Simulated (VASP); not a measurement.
These are PBE GGA with D4 dispersion, VASP's PBE PAW potentials (set 64) (plane waves; VASP) values and carry that method's errors.

Input for VASP

File POSCAR:
```
Gd
1
    1.8027147168    -3.1223932696    -0.0000000000
    1.8027147168     3.1223932696     0.0000000000
    0.0000000000     0.0000000000     5.6531505641
Gd
2
Direct
  0.3333330000   0.6666670000   0.2500000000
  0.6666670000   0.3333330000   0.7500000000
```

**INCAR**
```
SYSTEM = Gd
PREC = Accurate
ENCUT = 520
EDIFF = 1E-7
NELM = 100
ALGO = Normal
LREAL = .FALSE.
LASPH = .TRUE.
ISMEAR = -5
GGA = PE
IVDW = 13
LMAXMIX = 6
LWAVE = .FALSE.
LCHARG = .TRUE.
LORBIT = 11
NEDOS = 601
ISIF = 2
```

### KPOINTS
```
kpoints
0
Gamma
13 13 7
```

POTCAR, in this order: Gd_3 (PBE.64 set). Program: vasp_std.

The resulting files:

### OSZICAR
```
       N       E                     dE             d eps       ncg     rms          rms(c)
DAV:   1     0.409636000176E+02    0.40964E+02   -0.88655E+03  2184   0.122E+03
DAV:   2    -0.747840845995E+01   -0.48442E+02   -0.47421E+02  2454   0.244E+02
DAV:   3    -0.910836522170E+01   -0.16300E+01   -0.15635E+01  2947   0.280E+01
DAV:   4    -0.913795340526E+01   -0.29588E-01   -0.29308E-01  2661   0.379E+00
DAV:   5    -0.913888757970E+01   -0.93417E-03   -0.92917E-03  3226   0.493E-01    0.229E+01
DAV:   6    -0.914177234755E+01   -0.28848E-02   -0.20346E-02  2474   0.116E+00    0.137E+01
DAV:   7    -0.915103763747E+01   -0.92653E-02   -0.36672E-02  2379   0.156E+00    0.218E-01
DAV:   8    -0.915073500093E+01    0.30264E-03   -0.20444E-03  2629   0.343E-01    0.603E-02
DAV:   9    -0.915074190776E+01   -0.69068E-05   -0.19645E-04  2805   0.104E-01    0.325E-02
DAV:  10    -0.915073811215E+01    0.37956E-05   -0.15662E-05  2798   0.283E-02    0.186E-02
DAV:  11    -0.915073983589E+01   -0.17237E-05   -0.11896E-06  2764   0.876E-03    0.304E-03
DAV:  12    -0.915073996359E+01   -0.12770E-06   -0.11871E-07  1656   0.266E-03    0.265E-03
DAV:  13    -0.915073981265E+01    0.15094E-06   -0.27994E-08  1482   0.128E-03    0.374E-04
DAV:  14    -0.915073980506E+01    0.75870E-08   -0.70450E-09  1417   0.459E-04
   1 F= -.97468056E+01 E0= -.97468056E+01  d E =0.000000E+00
```

**OUTCAR**
```
------------------------ aborting loop because EDIFF is reached ----------------------------------------
  Edisp (eV):   -0.59607
  FORCE on cell =-STRESS in cart. coord.  units (eV):
  Direction    XX          YY          ZZ          XY          YZ          ZX
  --------------------------------------------------------------------------------------
  Total      -0.15378    -0.15378     0.04487     0.00000    -0.00000     0.00000
  in kB      -3.87144    -3.87144     1.12966     0.00000    -0.00000     0.00000
  external pressure =       -2.20 kB  Pullay stress =        0.00 kB
  volume of cell :       63.64
      direct lattice vectors                 reciprocal lattice vectors
     1.802714717 -3.122393270  0.000000000     0.277359471 -0.160133576  0.000000000
     1.802714717  3.122393270  0.000000000     0.277359471  0.160133576  0.000000000
     0.000000000  0.000000000  5.653150564     0.000000000  0.000000000  0.176892511
 POSITION                                       TOTAL-FORCE (eV/Angst)
 -----------------------------------------------------------------------------------
      1.80271      1.04080      1.41329        -0.000000     -0.000000      0.000000
      1.80271     -1.04080      4.23986         0.000000      0.000000      0.000000
 -----------------------------------------------------------------------------------
    total drift:                               -0.000003      0.000112     -0.000011
  FREE ENERGIE OF THE ION-ELECTRON SYSTEM (eV)
  ---------------------------------------------------
  free  energy   TOTEN  =        -9.7468056138 eV

  energy  without entropy=       -9.7468056138  energy(sigma->0) =       -9.74680561

 total charge

# of ion       s       p       d       tot
------------------------------------------
    1        0.361   6.241   1.153   7.754
    2        0.361   6.241   1.153   7.754
--------------------------------------------------
tot          0.721  12.482   2.305  15.509
```
(Selected blocks of OUTCAR.)

The 4f electrons are frozen in the core of the lanthanide potential, so 4f levels, which can set the real gap, and their magnetism are missing. For a metal the tetrahedron method with Blöchl corrections gives inexact stress and forces.

The compound is Gd in the hcp structure. It was relaxed first.
